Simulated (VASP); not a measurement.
# SiC (Moissanite 3C): what each functional gives for the gap, part 2 of 2

How does the band gap of SiC (Moissanite 3C) depend on the functional? The starting structure is a measured crystal structure from the Crystallography Open Database. Cell and atoms stay as given. Meshes and data sets differ where the inputs say so.

VASP 6.6.1.

Results so far: LDA 1.303 eV; PBE 1.356 eV; r2SCAN 1.724 eV; TB-mBJ 2.345 eV.

**6. Bands with HSE06**

Level of this step: HSE06; plane waves and PAW (Si, C) (VASP).

HSE06 mixes in a quarter of exact exchange at short range, at far higher cost; in semiconductors this cures much of the gap error, while metals seldom gain. This run uses a 6×6×6 mesh. Its starting orbitals come from a semilocal run on the same mesh, not shown.

Contents of INCAR:

```
SYSTEM = SiC
PREC = Accurate
ENCUT = 460
EDIFF = 1E-06
NELM = 100
ISMEAR = 0
SIGMA = 0.03
LREAL = .FALSE.
ALGO = Normal
LHFCALC = .TRUE.
AEXX = 0.25
GGA = PE
HFSCREEN = 0.2
LASPH = .TRUE.
NBANDS = 10
PRECFOCK = Fast
LORBIT = 11
LWAVE = .FALSE.
LCHARG = .FALSE.
KPAR = 4
```

Contents of POSCAR:

```
SiC
1.0
    0.0000000000      2.1790000000      2.1790000000
    2.1790000000      0.0000000000      2.1790000000
    2.1790000000      2.1790000000      0.0000000000
Si C
1 1
Direct
    0.0000000000      0.0000000000      0.0000000000
    0.7500000000      0.7500000000      0.7500000000
```

Contents of KPOINTS:

```
Automatic mesh
0
Gamma
6 6 6
0 0 0
```

Contents of KPOINTS_OPT:

```
Line mode
10
Line-mode
Reciprocal
  0.00000000   0.00000000   0.00000000 GAMMA
  0.50000000   0.00000000   0.50000000 X

  0.50000000   0.00000000   0.50000000 X
  0.50000000   0.25000000   0.75000000 W

  0.50000000   0.25000000   0.75000000 W
  0.37500000   0.37500000   0.75000000 K

  0.37500000   0.37500000   0.75000000 K
  0.00000000   0.00000000   0.00000000 GAMMA

  0.00000000   0.00000000   0.00000000 GAMMA
  0.50000000   0.50000000   0.50000000 L

  0.50000000   0.50000000   0.50000000 L
  0.62500000   0.25000000   0.62500000 U

  0.62500000   0.25000000   0.62500000 U
  0.50000000   0.25000000   0.75000000 W

  0.50000000   0.25000000   0.75000000 W
  0.50000000   0.50000000   0.50000000 L

  0.50000000   0.50000000   0.50000000 L
  0.37500000   0.37500000   0.75000000 K

  0.62500000   0.25000000   0.62500000 U
  0.50000000   0.00000000   0.50000000 X
```

The projector-augmented-wave data sets are Si and C (PBE family, release 64).

On the command line:

```bash
mpirun -np 4 vasp_std
```

Numbers of over 12 decimals in the logs are rounded to 6 here.

Output:

```text
[banner, memory and clock lines left out]
running    4 mpi-ranks, on    1 nodes
[...]
LDA part: xc-table for (Slater+PW92), standard interpolation
 found WAVECAR, reading the header
 POSCAR, INCAR and KPOINTS ok, starting setup
[...]
reading WAVECAR
 the WAVECAR file was read successfully
 initial charge from wavefunction
 entering main loop
       N       E                     dE             d eps       ncg     rms          rms(c)
DAV:   1    -0.174554674703E+02   -0.17455E+02   -0.80495E-01   320   0.652E+00    0.377E+00
DAV:   2    -0.174572885468E+02   -0.18211E-02   -0.10670E-02   384   0.809E-01    0.243E+00
DAV:   3    -0.174556634205E+02    0.16251E-02   -0.16736E-03   380   0.210E-01    0.141E+00
DAV:   4    -0.174552309345E+02    0.43249E-03   -0.38493E-04   334   0.105E-01    0.781E-01
[...]
DAV:   8    -0.174550076918E+02    0.52028E-05   -0.17409E-06   284   0.107E-02    0.793E-02
DAV:   9    -0.174550060388E+02    0.16530E-05   -0.62702E-07   160   0.638E-03    0.450E-02
DAV:  10    -0.174550056005E+02    0.43835E-06   -0.24529E-07   160   0.421E-03
   1 F= -.17455006E+02 E0= -.17455006E+02  d E =-.335837E-13
 Start KPOINTS_OPT (optional k-point list driver)
k-point batch [1-16\100]
       N       E                     dE             ncg
DAV:   1     0.545334746173E+03   -0.33548E+04      320
DAV:   2     0.191853633230E+03   -0.35348E+03      424
DAV:   3     0.173065000717E+03   -0.18789E+02      400
DAV:   4     0.172888871276E+03   -0.17613E+00      400
DAV:   5     0.172887441996E+03   -0.14293E-02      422
DAV:   6     0.172887437291E+03   -0.47050E-05      400
DAV:   7     0.172887437271E+03   -0.19865E-07      388
[...]
k-point batch [97-100\100]
       N       E                     dE             ncg
DAV:   1     0.432154023150E+04   -0.14430E+04       96
DAV:   2     0.426853001183E+04   -0.53010E+02      104
DAV:   3     0.426738796301E+04   -0.11420E+01      118
DAV:   4     0.426737965136E+04   -0.83116E-02      104
DAV:   5     0.426737963175E+04   -0.19611E-04      118
DAV:   6     0.426737963172E+04   -0.35057E-07      120
```

Run time: 4 min. Hardware: 4 MPI ranks of AMD EPYC 7R43, shared host; peak memory 0.87 GiB; 16 min of CPU time.

OUTCAR, selected parts (step 6):

```text
 POSITION                                       TOTAL-FORCE (eV/Angst)
 -----------------------------------------------------------------------------------
      0.00000      0.00000      0.00000         0.000000      0.000000      0.000000
      3.26850      3.26850      3.26850        -0.000000     -0.000000     -0.000000
 -----------------------------------------------------------------------------------
    total drift:                               -0.000001      0.000000     -0.000000

  FREE ENERGIE OF THE ION-ELECTRON SYSTEM (eV)
  ---------------------------------------------------
  free  energy   TOTEN  =       -17.4550056005 eV

  energy  without entropy=      -17.4550056005  energy(sigma->0) =      -17.45500560

[... 1 part as in an earlier step ...]

[... 2 further parts left out ...]
[key lines of the parts left out:]
E-fermi :   7.6257
```

HSE06 gives a least gap of 2.252 eV, and a least direct gap of 5.752 eV. The least gap is +0.949 eV from that of LDA, on another mesh, which alone can move a gap by some hundredths of an eV.

**7. Bands with PBE0**

PBE0 keeps a quarter of exact exchange at all ranges; it tends to overshoot small gaps. This run uses a 6×6×6 mesh. It starts from the orbitals of an earlier run, not shown.

INCAR, as its differences from that of step 6:

```diff
@@ -12,3 +12,2 @@
 GGA = PE
-HFSCREEN = 0.2
 LASPH = .TRUE.
@@ -16,2 +15,3 @@
 PRECFOCK = Fast
+HFRCUT = -1
 LORBIT = 11
```

POSCAR is that of step 6.

KPOINTS is that of step 6.

KPOINTS_OPT is that of step 6.

On the command line:

```bash
mpirun -np 4 vasp_std
```

Output:

```text
[banner, memory and clock lines left out]
running    4 mpi-ranks, on    1 nodes
[...]
LDA part: xc-table for (Slater+PW92), standard interpolation
 found WAVECAR, reading the header
 POSCAR, INCAR and KPOINTS ok, starting setup
[...]
HFRCUT set to (new)   10.218542
 reading WAVECAR
 the WAVECAR file was read successfully
 initial charge from wavefunction
 entering main loop
       N       E                     dE             d eps       ncg     rms          rms(c)
DAV:   1    -0.184646343857E+02   -0.18465E+02   -0.80112E-01   320   0.651E+00    0.371E+00
DAV:   2    -0.184684750145E+02   -0.38406E-02   -0.12494E-02   384   0.841E-01    0.244E+00
DAV:   3    -0.184667910152E+02    0.16840E-02   -0.16755E-03   382   0.225E-01    0.142E+00
DAV:   4    -0.184663505152E+02    0.44050E-03   -0.48910E-04   338   0.115E-01    0.793E-01
[...]
DAV:   8    -0.184661267083E+02    0.53771E-05   -0.18285E-06   298   0.113E-02    0.802E-02
DAV:   9    -0.184661250310E+02    0.16773E-05   -0.59393E-07   160   0.631E-03    0.459E-02
DAV:  10    -0.184661245700E+02    0.46094E-06   -0.26573E-07   160   0.435E-03
   1 F= -.18466125E+02 E0= -.18466125E+02  d E =-.230136E-15
 Start KPOINTS_OPT (optional k-point list driver)
k-point batch [1-16\100]
       N       E                     dE             ncg
DAV:   1     0.503057028267E+03   -0.33971E+04      320
DAV:   2     0.141664812156E+03   -0.36139E+03      424
DAV:   3     0.122927444012E+03   -0.18737E+02      400
DAV:   4     0.122754203314E+03   -0.17324E+00      400
DAV:   5     0.122752804613E+03   -0.13987E-02      422
DAV:   6     0.122752800263E+03   -0.43501E-05      400
DAV:   7     0.122752800246E+03   -0.17347E-07      386
[...]
k-point batch [97-100\100]
       N       E                     dE             ncg
DAV:   1     0.430953372769E+04   -0.14550E+04       96
DAV:   2     0.425585700192E+04   -0.53677E+02      104
DAV:   3     0.425474259433E+04   -0.11144E+01      118
DAV:   4     0.425473453568E+04   -0.80586E-02      104
DAV:   5     0.425473451750E+04   -0.18176E-04      118
DAV:   6     0.425473451747E+04   -0.32383E-07      120
```

Run time: 3.4 min. Hardware: 4 MPI ranks; peak memory 0.51 GiB.

Parts of OUTCAR (step 7):

```text
 POSITION                                       TOTAL-FORCE (eV/Angst)
 -----------------------------------------------------------------------------------
      0.00000      0.00000      0.00000        -0.000000     -0.000000     -0.000000
      3.26850      3.26850      3.26850         0.000000      0.000000      0.000000
 -----------------------------------------------------------------------------------
    total drift:                               -0.000001      0.000000     -0.000000

  FREE ENERGIE OF THE ION-ELECTRON SYSTEM (eV)
  ---------------------------------------------------
  free  energy   TOTEN  =       -18.4661245700 eV

  energy  without entropy=      -18.4661245700  energy(sigma->0) =      -18.46612457

[... 2 parts as in an earlier step ...]

[... 1 further part left out ...]
[key lines of the parts left out:]
E-fermi :   7.2742
```

PBE0 gives a least gap of 2.963 eV, and a least direct gap of 6.479 eV. The least gap is +1.660 eV from that of LDA, on another mesh, which alone can move a gap by some hundredths of an eV.

**8. Bands with r2SCAN-EpsX**

Here the share of exact exchange is set to the inverse of the computed dielectric constant, since screening weakens exchange. This run uses a 6×6×6 mesh. It starts from the orbitals of an earlier run, not shown.

INCAR, as its differences from that of step 7:

```diff
@@ -10,4 +10,4 @@
 LHFCALC = .TRUE.
-AEXX = 0.25
-GGA = PE
+AEXX = 0.143
+METAGGA = R2SCAN
 LASPH = .TRUE.
```

POSCAR is that of step 7.

KPOINTS is that of step 7.

KPOINTS_OPT is that of step 7.

On the command line:

```bash
mpirun -np 4 vasp_std
```

Output:

```text
[banner, memory and clock lines left out]
running    4 mpi-ranks, on    1 nodes
[...]
[... a notice as in an earlier step ...]

 LDA part: xc-table for (None), standard interpolation
 found WAVECAR, reading the header
 POSCAR, INCAR and KPOINTS ok, starting setup
[...]
HFRCUT set to (new)   10.218542
 reading WAVECAR
 the WAVECAR file was read successfully
 initial charge from wavefunction
 entering main loop
       N       E                     dE             d eps       ncg     rms          rms(c)
DAV:   1    -0.206247577313E+02   -0.20625E+02   -0.12077E+00   320   0.839E+00    0.406E+00
DAV:   2    -0.206277599543E+02   -0.30022E-02   -0.27135E-02   404   0.128E+00    0.287E+00
DAV:   3    -0.206262943958E+02    0.14656E-02   -0.33963E-03   360   0.313E-01    0.168E+00
DAV:   4    -0.206260474530E+02    0.24694E-03   -0.53248E-04   394   0.136E-01    0.954E-01
[...]
DAV:  10    -0.206258799506E+02    0.20151E-05   -0.21263E-07   160   0.446E-03    0.342E-02
DAV:  11    -0.206258788907E+02    0.10599E-05   -0.65791E-08   160   0.245E-03    0.194E-02
DAV:  12    -0.206258783173E+02    0.57345E-06   -0.23645E-08   160   0.149E-03
   1 F= -.20625878E+02 E0= -.20625878E+02  d E =-.934328E-27
 Start KPOINTS_OPT (optional k-point list driver)
k-point batch [1-16\100]
       N       E                     dE             ncg
DAV:   1     0.543388847443E+03   -0.33567E+04      320
DAV:   2     0.186044000117E+03   -0.35734E+03      432
DAV:   3     0.171562764990E+03   -0.14481E+02      420
DAV:   4     0.171450782522E+03   -0.11198E+00      376
DAV:   5     0.171450061222E+03   -0.72130E-03      410
DAV:   6     0.171450058922E+03   -0.22997E-05      398
DAV:   7     0.171450058910E+03   -0.12344E-07      374
[...]
k-point batch [97-100\100]
       N       E                     dE             ncg
DAV:   1     0.431889799533E+04   -0.14456E+04       96
DAV:   2     0.426794195767E+04   -0.50956E+02      104
DAV:   3     0.426703436865E+04   -0.90759E+00      118
DAV:   4     0.426702969864E+04   -0.46700E-02      104
DAV:   5     0.426702969193E+04   -0.67073E-05      104
DAV:   6     0.426702969192E+04   -0.83101E-08      120
```

Elapsed: 3.8 min, on 4 MPI ranks; peak memory 0.54 GiB; 15 min of CPU time.

Parts of OUTCAR (step 8):

```text
 POSITION                                       TOTAL-FORCE (eV/Angst)
 -----------------------------------------------------------------------------------
      0.00000      0.00000      0.00000        -0.000000     -0.000000     -0.000000
      3.26850      3.26850      3.26850         0.000000      0.000000      0.000000
 -----------------------------------------------------------------------------------
    total drift:                                0.000000      0.000001      0.000001

  FREE ENERGIE OF THE ION-ELECTRON SYSTEM (eV)
  ---------------------------------------------------
  free  energy   TOTEN  =       -20.6258783173 eV

  energy  without entropy=      -20.6258783173  energy(sigma->0) =      -20.62587832

[... 2 parts as in an earlier step ...]

[... 1 further part left out ...]
[key lines of the parts left out:]
E-fermi :   7.6845
```

r2SCAN-EpsX gives a least gap of 2.556 eV, and a least direct gap of 6.053 eV. The least gap is +1.253 eV from that of LDA, on another mesh, which alone can move a gap by some hundredths of an eV.

**9. All runs side by side**

| level | gap (eV) | least direct gap (eV) | mesh | core minutes |
| --- | --- | --- | --- | --- |
| LDA | 1.303 | 4.497 | 8×8×8 | 0.453 |
| PBE | 1.356 | 4.541 | 8×8×8 | 0.48 |
| r2SCAN | 1.724 | 5.058 | 8×8×8 | 1.87 |
| TB-mBJ | 2.345 | 5.526 | 8×8×8 | 1.32 |
| HSE06 | 2.252 | 5.752 | 6×6×6 | 15.8 |
| PBE0 | 2.963 | 6.479 | 6×6×6 | 13.7 |
| r2SCAN-EpsX | 2.556 | 6.053 | 6×6×6 | 15.0 |

Core minutes are wall time times ranks of the run shown, on a shared host.

**10. Summary of results**

```yaml
gap_lda: 1.303 eV
gap_pbe: 1.356 eV
gap_r2scan: 1.724 eV
gap_tb_mbj: 2.345 eV
gap_hse06: 2.252 eV
gap_pbe0: 2.963 eV
gap_r2scan_epsx: 2.556 eV
```

What this shows: Without spin-orbit coupling the gap of SiC (Moissanite 3C) runs from 1.303 eV (LDA) to 2.963 eV (PBE0). HSE06 gives +0.90 eV from PBE, on another mesh, which alone can move a gap by some hundredths of an eV. TB-mBJ lies +0.09 eV from HSE06, on another mesh, which alone can move a gap by some hundredths of an eV. LASPH is on in some of these runs and off in others, which adds a little to the differences. These are gaps between Kohn-Sham or generalised Kohn-Sham levels of a static lattice, without excitons or temperature. Further runs on this material are not shown.

[Lines on the potential files, build, host, timing and source positions are cut from VASP's logs without a mark.]

[Logs are printed without paths, hosts, clocks, repeated set-up lines and the standing remarks that a program may print on its own settings, such as how far it seeks lower states.]

[Hosts, paths, dates, database ids (printed as entryN), source tags and the programs' standing remarks are cut or masked in the printed files.]
